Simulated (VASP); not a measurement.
The system is La2TaO5.

```
La Ta O
1.0
    -3.27866    3.27866    2.87711
     3.27866   -3.27866    2.87711
     3.27866    3.27866   -2.87711
La Ta O
2 1 5
Direct
  0.75000 0.25000 0.50000
  0.25000 0.75000 0.50000
  0.00000 0.00000 0.00000
  0.72088 0.72088 0.44176
  0.27912 0.27912 0.55824
  0.72088 0.27912 0.00000
  0.27912 0.72088 0.00000
  0.50000 0.50000 0.00000
```

The cell was built by a generator and needn't be a form met in nature.

* Program: VASP 6.6.1
* Task: relaxation of cell and atoms
* Functional: PBE
* Potentials or basis: VASP PAW PBE potentials, release 64 (La, Ta_pv, O)
* Cutoff: 520 eV
* k mesh: 3 × 3 × 3
* Occupations: gaussian, width 0.15 eV
* Spin: no spin polarisation

At the start: pressure -14.9 GPa; volume 15.46 Å³/atom.

Question: Where does the relaxation end?

Answer: Over 23 steps the energy falls by 1312.9 meV/atom and the volume is 15.12 Å³/atom (-2.2 %); space group I4/mmm (No. 139, to 0.05 Å).

The path:
```tsv
step	energy change (eV)	largest force (eV/Å)	pressure (GPa)	volume (Å³)
1	0.0000	3.6210	-14.88	123.71
2	-4.8874	4.7091	19.92	99.03
3	-4.9130	4.3859	29.34	95.88
4	-6.5521	0.6466	42.11	96.82
5	-6.5529	0.6889	41.87	96.81
6	-9.2746	0.4117	12.14	112.73
7	-9.7358	0.0184	-1.33	125.92
8	-9.7392	0.0526	0.20	124.49
9	-9.9082	0.5501	-1.11	124.16
10	-10.0915	1.3034	-3.25	123.49
11	-10.0586	2.4021	-6.82	121.67
12	-10.1531	1.7731	-4.55	122.90
13	-10.2656	1.5619	-3.21	121.66
14	-10.4016	1.1336	-1.32	119.42
15	-10.3556	0.1780	4.43	114.83
16	-10.4406	0.7885	0.76	117.63
17	-10.4409	0.7353	1.03	117.41
18	-10.4682	0.4980	1.29	117.92
19	-10.4895	0.1485	1.97	119.14
20	-10.4905	0.0365	1.84	118.92
21	-10.5004	0.0569	0.61	120.11
22	-10.5020	0.1132	-0.22	120.91
23	-10.5030	0.0268	-0.16	120.96
```

Final structure:
```cif
data_structure
_symmetry_space_group_name_H-M 'P 1'
_symmetry_Int_Tables_number 1
_cell_length_a 5.3992
_cell_length_b 5.3992
_cell_length_c 5.3992
_cell_angle_alpha 108.149
_cell_angle_beta 108.149
_cell_angle_gamma 112.149
_cell_volume 120.96
loop_
_atom_site_label
_atom_site_type_symbol
_atom_site_fract_x
_atom_site_fract_y
_atom_site_fract_z
_atom_site_occupancy
La1 La 0.75000 0.25000 0.50000 1
La2 La 0.25000 0.75000 0.50000 1
Ta1 Ta 0.00000 0.00000 0.00000 1
O1 O 0.78536 0.78536 0.57073 1
O2 O 0.21464 0.21464 0.42927 1
O3 O 0.78536 0.21464 0.00000 1
O4 O 0.21464 0.78536 0.00000 1
O5 O 0.50000 0.50000 0.00000 1
```

Caveat: the k mesh is coarse (spacing up to 0.48 Å⁻¹), so the values aren't converged; an odd number of electrons without spin polarisation forces a metal; a magnetic or distorted state may lie lower.
